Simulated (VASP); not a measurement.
Given:

```
CELL_PARAMETERS angstrom
      0.00000     1.74224     1.74224
      1.74224     0.00000     1.74224
      1.74224     1.74224     0.00000
ATOMIC_POSITIONS crystal
  B  0.00000 0.00000 0.00000
  N  0.50000 0.50000 0.50000
```

Level of theory: PBEsol GGA, VASP's PBE PAW potentials (set 64) (plane waves; VASP). Run with 520 eV cut-off, Gaussian smearing of 0.050 eV, potentials B N.

Q: What does the run give for the band gap (along the path) with the smallest direct gap where there is one?

A: 
| Property | Result |
|---|---|
| band gap (along the path) | 1.28 eV |
| smallest direct gap (along the path) | 5.86 eV |

The structure was generated: BN was put into the rock salt type (Fm-3m), which need not be its known phase. It was relaxed first, which changed the volume by +13 %.
